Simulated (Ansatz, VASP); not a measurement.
# Cross-check of SnH between VASP and Ansatz, part 2 of 2

One calculation is typed for both programs; each brings its own data sets. How far apart do they land? The cell is generated by rule, not measured, and may not be a known phase. The cell is taken from a series of runs on this material, whose earlier steps may have relaxed, scaled, displaced or heated it; both programs get it as it stands.

VASP 6.6.1 and Ansatz 0.2.0.

So far: Set-up; VASP: zone-centre phonons, LDA.

## (2) VASP: zone-centre phonons, LDA (continued)

Level of this step: LDA; plane waves and PAW (Sn_d, H); invented cell (VASP).

Parts of OUTCAR (step 2):

```text
ion  position               nearest neighbor table
   1  0.250  0.000  0.924-   5 2.02   6 2.02   2 3.16   2 3.16   4 3.72   3 3.72   4 3.72   3 3.72

  LATTYP: Found a simple orthorhombic cell.
 ALAT       =     3.2551411368
 B/A-ratio  =     1.8249676128
 C/A-ratio  =     2.1698084969

 Subroutine GETGRP returns: Found  8 space group operations
 (whereof  4 operations were pure point group operations)

The static configuration has the point symmetry C_2h.
 The point group associated with its full space group is D_2h.

 Found    112 irreducible k-points:

   k-points           NKPTS =    112   k-points in BZ     NKDIM =    112   number of bands    NBANDS=     38

   dimension x,y,z NGX =    48 NGY =   24 NGZ =   54
   dimension x,y,z NGXF=    96 NGYF=   48 NGZF=  108

   ENCUT  =  500.0 eV  36.75 Ry    6.06 a.u.  10.83  5.93 12.88*2*pi/ulx,y,z

   NELECT =      60.0000    total number of electrons

 k-points in reciprocal lattice and weights: Automatic mesh
   0.00000000  0.00000000  0.00000000       0.002
   0.16666667  0.00000000  0.00000000       0.005
   0.33333333  0.00000000  0.00000000       0.005
   0.50000000  0.00000000  0.00000000       0.002
   0.00000000  0.08333333  0.00000000       0.005
   0.16666667  0.08333333  0.00000000       0.009
   0.33333333  0.08333333  0.00000000       0.009
   0.50000000  0.08333333  0.00000000       0.005
   0.00000000  0.16666667  0.00000000       0.005
[...]
-----------------------------------------------------------------------------------
    total drift:                               -0.000000     -0.000000     -0.000000

 Eigenvectors and eigenvalues of the dynamical matrix
 ----------------------------------------------------

   1 f  =   24.070693 THz   151.240624 2PiTHz  802.911889 cm-1    99.548342 meV
             X         Y         Z           dx          dy          dz
      1.485132  0.000000  6.528921     0.000000   -0.000000   -0.065962
      4.455395  0.000000  0.534112     0.000000   -0.000000   -0.065962
      0.000000  1.627571  3.531516     0.016107   -0.000000   -0.006195
      2.970264  1.627571  3.531516    -0.016107   -0.000000   -0.006195
      0.254069  0.000000  4.926834     0.303096    0.000000    0.394726
      2.716195  0.000000  4.926834    -0.303096   -0.000000    0.394726
      5.686458  0.000000  2.136199     0.303096   -0.000000    0.394726
      3.224332  0.000000  2.136199    -0.303096    0.000000    0.394726

   2 f  =   22.169005 THz   139.291969 2PiTHz  739.478422 cm-1    91.683598 meV
             X         Y         Z           dx          dy          dz
      1.485132  0.000000  6.528921    -0.000000    0.000000    0.040671
      4.455395  0.000000  0.534112    -0.000000    0.000000   -0.040671
      0.000000  1.627571  3.531516     0.000000    0.000000   -0.000000
      2.970264  1.627571  3.531516     0.000000    0.000000    0.000000
      0.254069  0.000000  4.926834    -0.420134   -0.000000   -0.269557
      2.716195  0.000000  4.926834     0.420134    0.000000   -0.269557
      5.686458  0.000000  2.136199     0.420134    0.000000    0.269557
      3.224332  0.000000  2.136199    -0.420134   -0.000000    0.269557

   3 f  =   21.695979 THz   136.319857 2PiTHz  723.699966 cm-1    89.727320 meV
             X         Y         Z           dx          dy          dz
      1.485132  0.000000  6.528921    -0.000000   -0.000000    0.000000
      4.455395  0.000000  0.534112     0.000000   -0.000000    0.000000
      0.000000  1.627571  3.531516     0.000000    0.000000   -0.000000
      2.970264  1.627571  3.531516    -0.000000    0.000000   -0.000000
      0.254069  0.000000  4.926834    -0.000000    0.500000   -0.000000
      2.716195  0.000000  4.926834     0.000000   -0.500000   -0.000000
      5.686458  0.000000  2.136199     0.000000   -0.500000    0.000000
      3.224332  0.000000  2.136199     0.000000    0.500000   -0.000000

   4 f  =   21.147933 THz   132.876383 2PiTHz  705.419118 cm-1    87.460784 meV
             X         Y         Z           dx          dy          dz
      1.485132  0.000000  6.528921     0.012105    0.000000    0.000000
      4.455395  0.000000  0.534112    -0.012105    0.000000   -0.000000
      0.000000  1.627571  3.531516     0.000000    0.000000    0.000000
      2.970264  1.627571  3.531516     0.000000   -0.000000    0.000000
      0.254069  0.000000  4.926834    -0.242273   -0.000000   -0.437299
      2.716195  0.000000  4.926834    -0.242273    0.000000    0.437299
      5.686458  0.000000  2.136199     0.242273    0.000000    0.437299
      3.224332  0.000000  2.136199     0.242273   -0.000000   -0.437299

   5 f  =   20.757604 THz   130.423871 2PiTHz  692.399133 cm-1    85.846513 meV
             X         Y         Z           dx          dy          dz
      1.485132  0.000000  6.528921    -0.034606   -0.000000   -0.000000
      4.455395  0.000000  0.534112    -0.034606   -0.000000    0.000000
      0.000000  1.627571  3.531516     0.001846   -0.000000   -0.018188
      2.970264  1.627571  3.531516     0.001846   -0.000000    0.018188
      0.254069  0.000000  4.926834     0.178253   -0.000000    0.466326
      2.716195  0.000000  4.926834     0.178253    0.000000   -0.466326
      5.686458  0.000000  2.136199     0.178253    0.000000    0.466326
      3.224332  0.000000  2.136199     0.178253   -0.000000   -0.466326

   6 f  =   19.192910 THz   120.592608 2PiTHz  640.206557 cm-1    79.375461 meV
             X         Y         Z           dx          dy          dz
      1.485132  0.000000  6.528921     0.000000   -0.001584   -0.000000
      4.455395  0.000000  0.534112     0.000000    0.001584   -0.000000
      0.000000  1.627571  3.531516     0.000000   -0.000000    0.000000
      2.970264  1.627571  3.531516     0.000000   -0.000000    0.000000
      0.254069  0.000000  4.926834     0.000000    0.499999    0.000000
      2.716195  0.000000  4.926834     0.000000    0.499999    0.000000
      5.686458  0.000000  2.136199    -0.000000   -0.499999    0.000000
      3.224332  0.000000  2.136199     0.000000   -0.499999   -0.000000

   7 f  =   17.578558 THz   110.449336 2PiTHz  586.357570 cm-1    72.699041 meV
             X         Y         Z           dx          dy          dz
      1.485132  0.000000  6.528921    -0.000000   -0.000000    0.000390
      4.455395  0.000000  0.534112     0.000000   -0.000000    0.000390
      0.000000  1.627571  3.531516     0.015234   -0.000000    0.055615
      2.970264  1.627571  3.531516    -0.015234   -0.000000    0.055615
      0.254069  0.000000  4.926834     0.395329    0.000000   -0.303401
      2.716195  0.000000  4.926834    -0.395329    0.000000   -0.303401
      5.686458  0.000000  2.136199     0.395329   -0.000000   -0.303401
      3.224332  0.000000  2.136199    -0.395329   -0.000000   -0.303401

   8 f  =   15.958818 THz   100.272213 2PiTHz  532.328880 cm-1    66.000340 meV
             X         Y         Z           dx          dy          dz
      1.485132  0.000000  6.528921     0.000000    0.000000    0.001665
      4.455395  0.000000  0.534112     0.000000    0.000000   -0.001665
      0.000000  1.627571  3.531516     0.000000    0.000000    0.000000
      2.970264  1.627571  3.531516    -0.000000    0.000000   -0.000000
      0.254069  0.000000  4.926834    -0.269946    0.000000    0.420866
      2.716195  0.000000  4.926834     0.269946   -0.000000    0.420866
      5.686458  0.000000  2.136199     0.269946   -0.000000   -0.420866
      3.224332  0.000000  2.136199    -0.269946   -0.000000   -0.420866

   9 f  =   14.873827 THz    93.455010 2PiTHz  496.137457 cm-1    61.513177 meV
             X         Y         Z           dx          dy          dz
      1.485132  0.000000  6.528921    -0.031049    0.000000    0.000000
      4.455395  0.000000  0.534112     0.031049    0.000000    0.000000
      0.000000  1.627571  3.531516     0.000000    0.000000   -0.000000
      2.970264  1.627571  3.531516     0.000000    0.000000    0.000000
      0.254069  0.000000  4.926834     0.436759   -0.000000   -0.242404
      2.716195  0.000000  4.926834     0.436759   -0.000000    0.242404
      5.686458  0.000000  2.136199    -0.436759    0.000000    0.242404
      3.224332  0.000000  2.136199    -0.436759   -0.000000   -0.242404

  10 f  =   12.815822 THz    80.524182 2PiTHz  427.489792 cm-1    53.001955 meV
             X         Y         Z           dx          dy          dz
      1.485132  0.000000  6.528921     0.057089    0.000000    0.000000
      4.455395  0.000000  0.534112     0.057089    0.000000   -0.000000
      0.000000  1.627571  3.531516     0.026974    0.000000   -0.078144
      2.970264  1.627571  3.531516     0.026974    0.000000    0.078144
      0.254069  0.000000  4.926834    -0.462123   -0.000000    0.177188
      2.716195  0.000000  4.926834    -0.462123    0.000000   -0.177188
      5.686458  0.000000  2.136199    -0.462123   -0.000000    0.177188
      3.224332  0.000000  2.136199    -0.462123    0.000000   -0.177188

  11 f  =    9.935599 THz    62.427212 2PiTHz  331.415919 cm-1    41.090319 meV
             X         Y         Z           dx          dy          dz
      1.485132  0.000000  6.528921    -0.000000   -0.046940   -0.000000
      4.455395  0.000000  0.534112    -0.000000   -0.046940   -0.000000
      0.000000  1.627571  3.531516     0.000000   -0.044491   -0.000000
      2.970264  1.627571  3.531516    -0.000000   -0.044491    0.000000
    [... 145 further lines ...]
      5.686458  0.000000  2.136199    -0.043637   -0.000000   -0.003681
      3.224332  0.000000  2.136199    -0.043637   -0.000000    0.003681

 ELASTIC MODULI CONTR FROM IONIC RELAXATION (kBar)
 Direction    XX          YY          ZZ          XY          YZ          ZX
 --------------------------------------------------------------------------------
 XX        -107.9366     50.2598   -182.8556      0.0000     -0.0000     -0.0000
 YY          50.2598   -367.6504   -123.2783     -0.0000      0.0000      0.0000
 ZZ        -182.8556   -123.2783   -443.0479      0.0000     -0.0000     -0.0000
 XY           0.0000     -0.0000      0.0000     -1.8271      0.0000      0.0000
 YZ          -0.0000      0.0000     -0.0000      0.0000   -138.2340     -0.0000
 ZX          -0.0000      0.0000     -0.0000      0.0000     -0.0000    -37.7749
 --------------------------------------------------------------------------------
```

Energies printed during the response cycles are not total energies of the cell.

## (3) Ansatz: zone-centre phonons, LDA

Ansatz runs on norm-conserving files, of PseudoDojo where its log says so.

The same cell, functional (in two slightly different forms), mesh and smearing now go to Ansatz, which takes its cutoff from its data sets.

File input.yaml:

```yaml
crystal:
  lattice:
    - [5.9405271498, 0.0, 0.0]
    - [0.0, 3.2551411368, 0.0]
    - [0.0, 0.0, 7.0630328974]
  atoms:
    - { symbol: Sn, position: [0.25, 0.0, 0.9243791757] }
    - { symbol: Sn, position: [0.75, 0.0, 0.0756208243] }
    - { symbol: Sn, position: [0.0, 0.5, 0.5] }
    - { symbol: Sn, position: [0.5, 0.5, 0.5] }
    - { symbol: H, position: [0.0427687066, 0.0, 0.6975521871] }
    - { symbol: H, position: [0.4572312934, 0.0, 0.6975521871] }
    - { symbol: H, position: [0.9572312934, 0.0, 0.3024478129] }
    - { symbol: H, position: [0.5427687066, 0.0, 0.3024478129] }
kpoints:
  mp_grid: { grid: [6, 12, 6] }
hamiltonian:
  xc: lda
  pseudopotentials: { kind: nc }
scf:
  occupations: { method: methfessel_paxton, width: 0.2 }
output:
  eigenvalues: true
phonons:
  method: dfpt
```

On the command line:

```console
ansatz run input.yaml --threads 8 --pin off --max-ram 14336MiB --backend cpu --events-out ev --progress --plain --runs-dir out
```

The log of the run:

```text
zone centre: on kpoints.mp_grid the ground state, and the responses unless they are solved on pairs of k-points, stand on 140 of the mesh's 432 k-points, reduced under 2 symmetry operations, with k and −k counted as one. Each operation leaves every solved displacement unchanged or reverses it
Engine: ansatz 0.2.0, x86_64-unknown-linux-gnu
Pseudopotentials: kind: nc
Pseudopotential: Sn, nc, valence charge 14, recommended cutoff 979.609905 eV (normal), Sn.nc.azcp (PseudoDojo's, or run here from an input of PseudoDojo's: the run reads no file of this project's for it)
Pseudopotential: H, nc, valence charge 1, recommended cutoff 1006.821291 eV (normal), H.nc.azcp (PseudoDojo's, or run here from an input of PseudoDojo's: the run reads no file of this project's for it)
Functional definition: SPW92
  exchange = slater_x
  correlation = pw_c
Crystal: 8 atoms, lattice volume = 136.580 Å³
Basis set: ecut = 1006.821291 eV, 9931 PW (Γ), exchange–correlation on 128×72×150 points (8 copies of the dense FFT grid, shifted against one another)
Bands: 38, of which v1, the nominal top of the filled ones, is band 30 counted from 1 (29 counted from 0)
Symmetry: 8 space group operations
k-points: 140 of 432 (irreducible under 2 space group operations, time reversal used)
Non-local potential: Sn, projectors of the file, l = 0: 2, l = 1: 2, l = 2: 2
Non-local potential: H, projectors of the file, l = 0: 2, l = 1: 1
Initial density: superposition of atomic densities (chi_scale 0.1, normalization cell, long waves kept (reshape's long-wave potential 0.03 eV rms))
Initial wavefunctions: pseudopotential atomic-orbital guess
Functional: x = slater, c = lda
SCF iter   1: F=—  HF=-8613.395208 eV  |F-HF|=—  |Δ(HF+E_count)|=         —  Δρ=3.80e-2  dr2=2.17e0  ethr=3.10e-3  ⟨swp⟩=6.0  Hψ=20197  notcnv=0
preconditioner: auto → Kerker (q_TF=auto, 2.379 Å⁻¹)  [metal: Δε(μ)=0.016 eV  Ē_g=18.575 eV  σ=0.200 eV  W_gap=0.07  n_scr=38 (ndim 8)  ℏωp=24.6 eV  f_vac=0.000  D(μ)=2.93/eV (n_scr^D=12)]
SCF iter   2: F=—  HF=-8612.856585 eV  |F-HF|=—  |Δ(HF+E_count)|=   5.39e-1  S|Δr|=    0.00e0  Δρ=2.00e-2  dr2=6.92e-1  ethr=3.10e-3  ⟨swp⟩=1.5  Hψ=6602  notcnv=0  defer=72
SCF iter   3: F=—  HF=-8612.622198 eV  |F-HF|=—  |Δ(HF+E_count)|=   2.34e-1  S|Δr|=    0.00e0  Δρ=3.33e-3  dr2=1.62e-2  ethr=1.15e-3  ⟨swp⟩=2.2  Hψ=7315  notcnv=0  defer=72
SCF iter   4: F=—  HF=-8612.623245 eV  |F-HF|=—  |Δ(HF+E_count)|=   1.05e-3  S|Δr|=    0.00e0  Δρ=7.36e-4  dr2=2.26e-3  ethr=2.69e-5  ⟨swp⟩=1.5  Hψ=6894  notcnv=0  defer=183
SCF iter   5: F=—  HF=-8612.622952 eV  |F-HF|=—  |Δ(HF+E_count)|=   2.93e-4  S|Δr|=    0.00e0  Δρ=3.53e-4  dr2=1.77e-4  ethr=3.77e-6  ⟨swp⟩=2.0  Hψ=6373  notcnv=0  defer=183
SCF iter   6: F=—  HF=-8612.622937 eV  |F-HF|=—  |Δ(HF+E_count)|=   1.55e-5  S|Δr|=    0.00e0  Δρ=9.25e-5  dr2=1.40e-5  ethr=2.95e-7  ⟨swp⟩=2.7  Hψ=8378  notcnv=0  defer=183
SCF iter   7: F=—  HF=-8612.622938 eV  |F-HF|=—  |Δ(HF+E_count)|=   1.49e-6  S|Δr|=    0.00e0  Δρ=1.99e-5  dr2=7.77e-7  ethr=2.33e-8  ⟨swp⟩=2.9  Hψ=9404  notcnv=0  defer=183
SCF iter   8: F=—  HF=-8612.622943 eV  |F-HF|=—  |Δ(HF+E_count)|=   4.88e-6  S|Δr|=    0.00e0  Δρ=3.60e-6  dr2=2.39e-8  ethr=1.29e-9  ⟨swp⟩=2.5  Hψ=7687  notcnv=0  defer=244
SCF iter   9: F=—  HF=-8612.622943 eV  |F-HF|=—  |Δ(HF+E_count)|=  9.86e-10  S|Δr|=    0.00e0  Δρ=1.07e-6  dr2=1.09e-9  ethr=3.99e-11  ⟨swp⟩=2.3  Hψ=8765  notcnv=0  defer=244
SCF iter  10: F=—  HF=-8612.622943 eV  |F-HF|=—  |Δ(HF+E_count)|=  9.82e-11  S|Δr|=    0.00e0  Δρ=3.03e-7  dr2=1.40e-10  ethr=1.82e-12  ⟨swp⟩=2.4  Hψ=9129  notcnv=0  defer=244
SCF iter  11: F=-8612.622943 eV  HF=-8612.622943 eV  |F-HF|=5.46e-12  |Δ(HF+E_count)|=  1.82e-12  S|Δr|=    0.00e0  Δρ=6.26e-8  dr2=5.06e-12  ethr=1.00e-12  ⟨swp⟩=12.5  Hψ=34245  notcnv=0
SCF 1 converged in 11 iterations: F = -8612.622943 eV  dr2 = 5.06e-12
DFPT response loops at Γ: preconditioner auto → Kerker (q_TF=auto, 2.379 Å⁻¹) (partly filled bands, converged f_vac=0.003); β = 1.00, the filter's whole step (`scf.mixing.beta` (0.50) is not read by the response loops under this deck's `scf.mixing.preconditioner`; to damp them name `kerker` or `kerker_dos`, under which they read `scf.mixing.beta`, and type it under 1.00, their step now; both keys bind the ground state too); Broyden in place of MSR1
SCF converged after 11 iterations
Stability not checked: this state was not tested for a lower state beside it, because cold or Methfessel-Paxton smearing, or corrected tetrahedra, fill the levels in a way that the test cannot read (fill_not_monotonic; see scf.lower_state_search)
Free energy (F): -8612.622943 eV
Harris-Foulkes:  -8612.622943 eV  (|F-HF|=5.46e-12)
Internal energy: -8612.619358 eV  (E = F + TS)
E sigma→0 (E₀):  -8612.622047 eV
Entropy (-TS):   -0.003585 eV (-0.448 meV/atom)
Fermi energy:    8.592649 eV
--- Per-component energies (eV) ---
  E_band       = -451.241086
  E_kinetic    = 5149.993021
  E_local      = -6032.107409  (includes V_loc(G=0)·N_el)
  E_nonlocal   = -2426.631205
  E_hartree    = 2135.556955
  E_xc         = -2398.119532
  E_vxc        = -1413.609378  (∫ρ·V_xc dr)
  E_ewald      = -5041.311189
  E_smearing   = -0.003585  (= −TS)
  E_closure    = 0.000000  (closes the sum)
  Σ components = -8612.622943   (vs F -8612.622943, Δ=0.00e0)
--- Band table (eV; the first three rows and the last of 140) ---
  k-point 0: bands = [... 26 lower, 4.7646, 5.4600, 6.8366, 10.4984, 10.6457, 11.7751, 11.9378, 13.5286, ... 4 higher]
  k-point 1: bands = [... 26 lower, 4.5659, 5.9274, 6.9446, 9.6700, 11.1436, 11.5848, 11.8306, 13.2871, ... 4 higher]
  k-point 2: bands = [... 26 lower, 4.5556, 6.7401, 6.8770, 9.6124, 9.8679, 11.9666, 12.0877, 12.7041, ... 4 higher]
  k-point 139: bands = [... 26 lower, 5.6781, 5.6781, 6.8237, 6.8237, 8.8644, 8.8644, 9.7751, 9.7751, ... 4 higher]
--- Phonons (Γ-DFPT): 9 representative perturbations + reference, on 140 of 432 k-points (Σ response iterations 31) ---
  k mesh reduced under 2 symmetry operations, with k and −k counted as one. Each operation leaves every solved displacement unchanged or reverses it
  ASR residual: 3.416e-5 → 0.000e0 eV/Å²; symmetrization residual: 4.165e-6 eV/Å²
  ASR residual per site (eV/Å²): 3.42e-5 3.42e-5 1.40e-5 1.40e-5 1.94e-5 1.94e-5 1.94e-5 1.94e-5
  Γ frequencies (cm⁻¹): 0.00 0.00 0.00 9.80 22.08 26.82 34.04 83.09 85.57 103.07 105.74 150.10 292.47 329.62 426.49 494.45 523.98 583.35 637.28 684.49 709.63 720.31 736.41 796.21
  non-analytic LO–TO correction: not included (Born effective charges unavailable; polar crystals: no LO–TO splitting at Γ)
```

## (4) Side by side

Known differences besides the potentials themselves: the two LDA forms differ slightly; the cutoff is 1006.82 eV in Ansatz and 500 eV in VASP; VASP's log shows a relativistic correction to its local exchange, Ansatz's none. Total energies have different zeros and are not compared.

Both answers:

| quantity | Ansatz | VASP | difference |
| --- | --- | --- | --- |
| optical mode 1 (cm⁻¹) | 9.8 | 8.0 | +1.8 |
| optical mode 2 (cm⁻¹) | 22.1 | 22.4 | -0.4 |
| optical mode 3 (cm⁻¹) | 26.8 | 26.5 | +0.3 |
| optical mode 4 (cm⁻¹) | 34.0 | 33.9 | +0.1 |
| optical mode 5 (cm⁻¹) | 83.1 | 82.9 | +0.26 % |
| optical mode 6 (cm⁻¹) | 85.6 | 85.8 | -0.27 % |
| optical mode 7 (cm⁻¹) | 103.1 | 103.8 | -0.66 % |
| optical mode 8 (cm⁻¹) | 105.7 | 106.4 | -0.65 % |
| optical mode 9 (cm⁻¹) | 150.1 | 151.8 | -1.09 % |
| optical mode 10 (cm⁻¹) | 292.5 | 292.1 | +0.14 % |
| optical mode 11 (cm⁻¹) | 329.6 | 331.4 | -0.54 % |
| optical mode 12 (cm⁻¹) | 426.5 | 427.5 | -0.23 % |
| optical mode 13 (cm⁻¹) | 494.4 | 496.1 | -0.34 % |
| optical mode 14 (cm⁻¹) | 524.0 | 532.3 | -1.57 % |
| optical mode 15 (cm⁻¹) | 583.4 | 586.4 | -0.51 % |
| optical mode 16 (cm⁻¹) | 637.3 | 640.2 | -0.46 % |
| optical mode 17 (cm⁻¹) | 684.5 | 692.4 | -1.14 % |
| optical mode 18 (cm⁻¹) | 709.6 | 705.4 | +0.60 % |
| optical mode 19 (cm⁻¹) | 720.3 | 723.7 | -0.47 % |
| optical mode 20 (cm⁻¹) | 736.4 | 739.5 | -0.41 % |
| optical mode 21 (cm⁻¹) | 796.2 | 802.9 | -0.83 % |

Modes are paired by rising frequency, not by their patterns, so a pair may set unlike modes beside each other; they are those without the splitting of longitudinal modes.

## (5) Results

```yaml
r_m_s_difference_of_the_optical_zone_centre_modes_each_program_s_sorted_by_frequency_zone_centre_phonons_lda: 3.4 cm⁻¹
difference_in_optical_mode_14_zone_centre_phonons_lda: -1.6 %
```

What this shows: The r.m.s. difference of the optical zone-centre modes, each program's sorted by frequency is 3.4 cm⁻¹ (zone-centre phonons, LDA). Among the rows given in per cent, the largest difference of the zone-centre phonons, LDA pair is in optical mode 14, -1.6 %. Such differences can come from data sets, numerical settings and the points named under the comparisons, not from the functional's error against experiment.

[Lines on the potential files, build, host, timing and source positions are cut from VASP's logs without a mark.]

[Logs are printed without paths, hosts, clocks, repeated set-up lines and the standing remarks that a program may print on its own settings, such as how far it seeks lower states.]

[Hosts, paths, dates, database ids (printed as entryN), source tags and the programs' standing remarks are cut or masked in the printed files.]
